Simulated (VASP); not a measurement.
Consider the following.

```
BeS
1.0
    0.00000     2.29587     2.29587
    2.29587     0.00000     2.29587
    2.29587     2.29587     0.00000
Be S
1 1
Direct
  0.00000   0.00000   0.00000
  0.50000   0.50000   0.50000
```

These are PBEsol GGA, VASP's PBE PAW potentials (set 64) (plane waves; VASP) values and carry that method's errors. Run with 400 eV cut-off, 11×11×11 Γ-centred mesh, tetrahedra with Blöchl corrections, potentials Be S.

Problem. Predict the energy per atom (σ→0).

Solution. 
| Quantity | Value |
|---|---|
| energy per atom (σ→0) | -4.792 eV/atom |

The structure was generated: BeS was put into the rock salt type (Fm-3m), which need not be its known phase. It was relaxed first, which changed the volume by +18 %.
